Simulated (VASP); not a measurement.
A convergence study with VASP on Tc (hcp): one setting is varied, all else stays as given below, so the limit is that of these other settings.

```yaml
crystal:
  lattice:
    - [1.37000, -2.37291, 0.00000]
    - [1.37000, 2.37291, 0.00000]
    - [0.00000, 0.00000, 4.39000]
  atoms:
    - { symbol: Tc, position: [0.33333, 0.66667, 0.25000] }
    - { symbol: Tc, position: [0.66667, 0.33333, 0.75000] }
```

Level of theory: PBE GGA, VASP's PBE PAW potentials (set 64) (plane waves; VASP). The tightest run used: 550 eV cut-off, 21×21×11 Monkhorst-Pack mesh, first-order Methfessel-Paxton smearing of 0.10 eV, potentials Tc_pv.

| setting | E (eV/atom) | pressure (GPa) | irreducible k-points |
|---|---|---|---|
| 1×1×1 mesh | -7.5796 | 94.73 | 1 |
| 2×2×1 mesh | -10.3343 | 9.71 | 2 |
| 3×3×2 mesh | -9.9642 | 13.51 | 3 |
| 4×4×2 mesh | -10.3453 | 3.08 | 6 |
| 5×5×3 mesh | -10.4125 | 1.90 | 10 |
| 6×6×3 mesh | -10.3896 | 2.24 | 24 |
| 7×7×4 mesh | -10.3430 | 3.08 | 16 |
| 8×8×4 mesh | -10.3395 | 3.37 | 40 |

Task: These are the cheaper rows. Estimate the results at 21×21×11 mesh, and how far the last row shown lies from them.

Result: 
```
quantity        tightest run  last row shown is off by
--------------  ------------  ------------------------
E (eV/atom)         -10.3501                    0.0106
pressure (GPa)          2.99                      0.38
```

Left out are rungs that failed or repeat a setting and relaxations that didn't move; long series are thinned to 24 rows.

The compound is Tc in the hcp structure. The cell was not relaxed at this level.
